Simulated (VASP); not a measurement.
Calculation: PBEsol GGA, VASP's PBE PAW potentials (set 64) (plane waves; VASP).

VASP input:

### INCAR
```
! general
SYSTEM   =  Zn4SSe3
PREC     =  Accurate
ENCUT    =  400
LREAL    =  .FALSE.
LASPH    =  .TRUE.

! electronic loop
EDIFF    =  1E-7
NELM     =  100
ALGO     =  Normal
LMAXMIX  =  4

! smearing
ISMEAR   =  -5

! functional
GGA      =  PS

! ions
ISIF     =  2

! output
LWAVE    =  .FALSE.
LCHARG   =  .TRUE.
LORBIT   =  11
NEDOS    =  601
```

POSCAR:
```
Zn4SSe3
3.9348460
  0.0000000000   0.7071066941   0.7071066941
  0.7071066941   0.0000000000   0.7071066941
  2.8300786323   2.8300786323  -0.0016518558
Zn Se S
4 3 1
direct
  0.0107031151   0.0107031151   0.9919726637
  0.0034624064   0.0034624064   0.2474031952
  0.9969339667   0.9969339667   0.5022995250
  0.9893512866   0.9893512866   0.7579865351
  0.2559072110   0.2559072110   0.0580695917
  0.2494319456   0.2494319456   0.3129260408
  0.2428558031   0.2428558031   0.5678581477
  0.2513542656   0.2513542656   0.8114843008
```

File KPOINTS:
```
Automatic
0
G
  9 9 3
0 0 0
```

POTCAR, in this order: Zn Se S (PBE.64 set). Program: vasp_std.

Output of the run:

**OUTCAR**
```
 ion  position               nearest neighbor table
   1  0.011  0.011  0.992-   8 2.32   5 2.43   5 2.43   5 2.43
   2  0.003  0.003  0.247-   6 2.42   6 2.42   6 2.42   5 2.44
   3  0.997  0.997  0.502-   7 2.42   7 2.42   7 2.42   6 2.44
   4  0.989  0.989  0.758-   8 2.37   8 2.37   8 2.37   7 2.45
   5  0.256  0.256  0.058-   1 2.43   1 2.43   1 2.43   2 2.44
   6  0.249  0.249  0.313-   2 2.42   2 2.42   2 2.42   3 2.44
   7  0.243  0.243  0.568-   3 2.42   3 2.42   3 2.42   4 2.45
   8  0.251  0.251  0.811-   1 2.32   4 2.37   4 2.37   4 2.37
  LATTYP: Found a trigonal (rhomboedric) cell.
 ALAT       =    13.0614924229
 COS(alpha) =     0.9546225830
 Subroutine PRICEL returns:
 Original cell was already a primitive cell.
 Subroutine GETGRP returns: Found  6 space group operations
The static configuration has the point symmetry C_3v.
The dynamic configuration has the point symmetry C_3v.
 Subroutine INISYM returns: Found  6 space group operations
 Subroutine IBZKPT returns following result:
 Found     57 irreducible k-points:

 Following reciprocal coordinates:
            Coordinates               Weight
  0.000000  0.000000  0.000000      1.000000
  0.111111  0.000000  0.000000      4.000000
  0.222222  0.000000  0.000000      4.000000
  0.333333  0.000000  0.000000      6.000000
  0.444444  0.000000  0.000000      4.000000
  0.111111  0.111111  0.000000      2.000000
  0.222222  0.111111  0.000000      4.000000
  0.333333  0.111111  0.000000      8.000000
  0.444444  0.111111  0.000000      4.000000
 -0.444444  0.111111 -0.000000      4.000000
 -0.333333  0.111111  0.000000      8.000000
 -0.222222  0.111111 -0.000000      4.000000
 -0.111111  0.111111  0.000000      2.000000
  0.222222  0.222222  0.000000      2.000000
  0.333333  0.222222  0.000000      8.000000
  0.444444  0.222222  0.000000      4.000000
 -0.444444  0.222222 -0.000000      4.000000
...
```

File OSZICAR:
```
       N       E                     dE             d eps       ncg     rms          rms(c)
DAV:   1     0.500996788092E+03    0.50100E+03   -0.28764E+04  4902   0.164E+03
DAV:   2     0.324283540487E+02   -0.46857E+03   -0.45716E+03  5020   0.382E+02
DAV:   3    -0.268447010709E+02   -0.59273E+02   -0.58666E+02  5422   0.135E+02
DAV:   4    -0.291287578358E+02   -0.22841E+01   -0.22760E+01  5838   0.260E+01
DAV:   5    -0.291561707259E+02   -0.27413E-01   -0.27392E-01  5757   0.294E+00    0.112E+01
DAV:   6    -0.278309412297E+02    0.13252E+01   -0.37274E+00  6850   0.427E+01    0.850E+00
DAV:   7    -0.278553889471E+02   -0.24448E-01   -0.29219E+00  5247   0.742E+00    0.310E+00
DAV:   8    -0.278316156399E+02    0.23773E-01   -0.12295E-01  6205   0.410E+00    0.834E-01
DAV:   9    -0.278288259761E+02    0.27897E-02   -0.47689E-02  6147   0.266E+00    0.293E-01
DAV:  10    -0.278286790162E+02    0.14696E-03   -0.33706E-03  5701   0.794E-01    0.218E-01
DAV:  11    -0.278286784340E+02    0.58227E-06   -0.67718E-04  6827   0.362E-01    0.153E-01
DAV:  12    -0.278287563007E+02   -0.77867E-04   -0.40904E-04  6049   0.253E-01    0.347E-02
DAV:  13    -0.278287708268E+02   -0.14526E-04   -0.17028E-04  5585   0.209E-01    0.321E-02
DAV:  14    -0.278287719302E+02   -0.11034E-05   -0.25346E-05  6070   0.450E-02    0.256E-02
DAV:  15    -0.278287716411E+02    0.28916E-06   -0.52124E-06  6180   0.506E-02    0.130E-02
DAV:  16    -0.278287711707E+02    0.47039E-06   -0.57992E-06  6066   0.606E-02    0.242E-03
DAV:  17    -0.278287714455E+02   -0.27486E-06   -0.30309E-06  5790   0.155E-02    0.308E-03
DAV:  18    -0.278287714536E+02   -0.80599E-08   -0.19750E-07  3195   0.726E-03
   1 F= -.27828771E+02 E0= -.27828771E+02  d E =0.000000E+00
```

File OUTCAR:
```
------------------------ aborting loop because EDIFF is reached ----------------------------------------
  FORCE on cell =-STRESS in cart. coord.  units (eV):
  Direction    XX          YY          ZZ          XY          YZ          ZX
  --------------------------------------------------------------------------------------
  Total       -0.0566400     -0.0566400     -0.0566400     -0.0143188      0.0143188      0.0143188
  in kB       -0.5261694     -0.5261694     -0.5261694     -0.1330178      0.1330178      0.1330178
  external PRESSURE =      -0.5261694 kB  Pullay stress =       0.0000000 kB
  volume of cell :      172.47
      direct lattice vectors                 reciprocal lattice vectors
     0.000000000  2.782355947  2.782355947    -0.179651393  0.179756252  0.179651393
     2.782355947  0.000000000  2.782355947     0.179756252 -0.179651393  0.179651393
    11.135923586 11.135923586 -0.006499798     0.044886634  0.044886634 -0.044886634
 POSITION                                       TOTAL-FORCE (eV/Angst)
 -----------------------------------------------------------------------------------
     11.07631     11.07631      0.05311        -0.005284     -0.005284      0.005284
      2.76470      2.76470      0.01766        -0.003217     -0.003217      0.003217
      8.36739      8.36739      5.54439        -0.001469     -0.001469      0.001469
     11.19361     11.19361      5.50053        -0.000034     -0.000034      0.000034
      1.35868      1.35868      1.42367         0.000445      0.000445     -0.000445
      4.17873      4.17873      1.38598         0.003757      0.003757     -0.003757
      6.99934      6.99934      1.34773         0.004328      0.004328     -0.004328
      9.73598      9.73598      1.39344         0.001473      0.001473     -0.001473
 -----------------------------------------------------------------------------------
    total drift:                               -0.000315     -0.000315      0.000337
  FREE ENERGIE OF THE ION-ELECTRON SYSTEM (eV)
  ---------------------------------------------------
  free  energy   TOTEN  =       -27.8287714536 eV

  energy  without entropy=      -27.8287714536  energy(sigma->0) =      -27.82877145

 total charge

# of ion       s       p       d       tot
------------------------------------------
    1        0.544   0.488   9.790  10.821
    2        0.546   0.478   9.786  10.811
    3        0.546   0.479   9.786  10.811
    4        0.520   0.447   9.791  10.757
    5        1.436   2.432   0.033   3.902
    6        1.437   2.431   0.034   3.901
    7        1.437   2.432   0.033   3.902
    8        1.312   2.390   0.000   3.702
--------------------------------------------------
tot          7.779  11.576  39.253  58.608
```
(Selected blocks of OUTCAR.)

The structure was generated: Zn4SSe3 was put into an ordered model structure (R3m), which need not be its known phase. It was relaxed first.
